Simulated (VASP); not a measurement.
Wanted: the native input for a VASP 6.6.1 run.

| Property | Result |
| --- | --- |
| Task | single point |
| Functional | RPBE |
| Potentials or basis | VASP PAW PBE potentials, release 64 (Br) |
| Cutoff | 400 eV |
| k mesh | 1 × 1 × 1 |
| Occupations | gaussian, width 0.01 eV |
| Spin | no spin polarisation |
| Further INCAR settings | ALGO = Normal; EDIFF = 1e-06; ISYM = 0 |

The structure of Br2 lies in POSCAR:

```
Br                                      
1.0
   12.4722938544      0.0000000000      0.0000000000
    0.0000000000     12.9722938544      0.0000000000
    0.0000000000      0.0000000000     13.4722938544
  Br            
     2
Selective dynamics
Direct
     0.5078502952000008    0.4603059263999967    0.5731981456000028   F   F   F
     0.4919772060519535    0.5483685441836534    0.4251836996055127   T   T   T
```

These files were run (other wordings do the same):

INCAR

```
SYSTEM = Br
PREC = Accurate ; ENCUT = 400
EDIFF = 1E-6 ; ISMEAR = 0
SIGMA = 0.01 ; LREAL = .FALSE.
LASPH = .TRUE. ; NELM = 100
ALGO = Normal ; ISIF = 2
LWAVE = .FALSE. ; LCHARG = .FALSE.
GGA = RP ; ISYM = 0
```

KPOINTS

```
Automatic mesh
0
G
  1 1 1
  0 0 0
```

Potentials or basis: VASP PAW PBE potentials, release 64 (Br).

Launch:

```console
$ cat potpaw_PBE.64/Br/POTCAR > POTCAR
$ mpirun -np 1 vasp_gam > vasp.out
```

It gave:

```yaml
Largest_force: 0.158 eV/Å
Gap_between_the_frontier_levels: 2.25 eV
```

Caveat: the PAW data sets were made with another functional, which shifts forces and pressure a little.

Wall time 54 s on 1 thread of Intel(R) Xeon(R) 6975P-C (Granite Rapids), on a shared host, peak memory 1 GiB.
